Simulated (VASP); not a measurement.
Here is the system:

```xyz
4
Lattice="4.2229 0.0000 0.0000 0.0000 4.2229 0.0000 0.0000 0.0000 4.2229" Properties=species:S:1:pos:R:3 pbc="T T T"
Sb     0.0000     0.0000     0.0000
Au     0.0000     2.1114     2.1114
Au     2.1114     0.0000     2.1114
Au     2.1114     2.1114     0.0000
```

Method: PBEsol GGA, VASP's PBE PAW potentials (set 64) (plane waves; VASP). Numerical set-up: 400 eV cut-off, Gaussian smearing of 0.050 eV, potentials Sb Au.

Unless said otherwise, spin-orbit coupling is left out, though it shifts the bands of the heavy elements here.

Question: What does the run give for the band gap (along the path) with the smallest direct gap where there is one?

Answer: 
```json
{
  "band gap (along the path)": "none (metal, semimetal or under 0.01 eV)"
}
```

Total energies compare only between runs with the same potentials, cut-off and functional.

The structure comes from a computed database's SbAu3 entry (Pm-3m); how it stands against other phases isn't given here. It was relaxed first, which changed the volume by -6 %.
